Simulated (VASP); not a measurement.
Crystal: Tl3Zn.

```
Zn Tl
1.0
     4.80099    0.00000    0.00000
     0.00000    4.80099    0.00000
     0.00000    0.00000    4.80099
Zn Tl
1 3
Direct
  0.00000 0.00000 0.00000
  0.50000 0.00000 0.50000
  0.50000 0.50000 0.00000
  0.00000 0.50000 0.50000
```

The cell comes from a database or a generator and needn't be the stable form of this composition.

| Quantity | Value |
| --- | --- |
| Program | VASP 6.6.1 |
| Task | relaxation of cell and atoms |
| Functional | PBEsol |
| Potentials or basis | VASP PAW PBE potentials, release 64 (Zn, Tl_d) |
| Cutoff | 600 eV |
| k mesh | 4 × 4 × 4 |
| Occupations | fermi-dirac, width 0.1 eV |
| Spin | no spin polarisation |

At the start: pressure -2.6 GPa; volume 27.67 Å³/atom.

**Question.** Where does the relaxation end?

**Answer.** Over 3 steps the energy falls by 18.9 meV/atom and the volume is 25.51 Å³/atom (-7.8 %); space group Pm-3m (No. 221, to 0.05 Å).

The path:
```csv
step,energy change (eV),largest force (eV/Å),pressure (GPa),volume (Å³)
1,0.0000,0.0000,-2.63,110.66
2,-0.0730,0.0000,-0.55,103.56
3,-0.0755,0.0000,0.08,102.05
```

Final structure:
```xyz
4
Lattice="4.6731 0.0000 0.0000 0.0000 4.6731 0.0000 0.0000 0.0000 4.6731" Properties=species:S:1:pos:R:3 pbc="T T T"
Zn    0.0000    0.0000    0.0000
Tl    2.3366    0.0000    2.3366
Tl    2.3366    2.3366    0.0000
Tl    0.0000    2.3366    2.3366
```

Caveat: the PAW data sets were made with another functional, which shifts forces and pressure a little.
